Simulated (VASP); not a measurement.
Consider the following.

```xyz
2
Lattice="3.4411 0.0000 0.0000 0.0000 3.4411 0.0000 0.0000 0.0000 3.4411" Properties=species:S:1:pos:R:3 pbc="T T T"
Mg     1.7206     1.7206     1.7206
Cd     0.0000     0.0000     0.0000
```

Calculation: PBEsol GGA, VASP's PBE PAW potentials (set 64) (plane waves; VASP). Run with 400 eV cut-off, Gaussian smearing of 0.050 eV, potentials Mg Cd.

**Question.** Give the energies of bands 6 to 10 at the high-symmetry points, in eV from the Fermi level.

**Answer.** 
```json
[
 {"band": "6", "Γ": "-8.55", "X": "-5.18", "M": "-2.10", "R": "0.71"},
 {"band": "7", "Γ": "3.79", "X": "-4.74", "M": "-2.10", "R": "0.71"},
 {"band": "8", "Γ": "3.79", "X": "6.51", "M": "-2.08", "R": "0.71"},
 {"band": "9", "Γ": "3.79", "X": "6.51", "M": "0.42", "R": "1.46"},
 {"band": "10", "Γ": "5.90", "X": "6.83", "M": "9.86", "R": "2.67"}
]
```

It has no gap at this level: it comes out as a metal or semimetal.

The structure comes from a computed database's MgCd entry (Pm-3m); how it stands against other phases isn't given here. It was relaxed first.
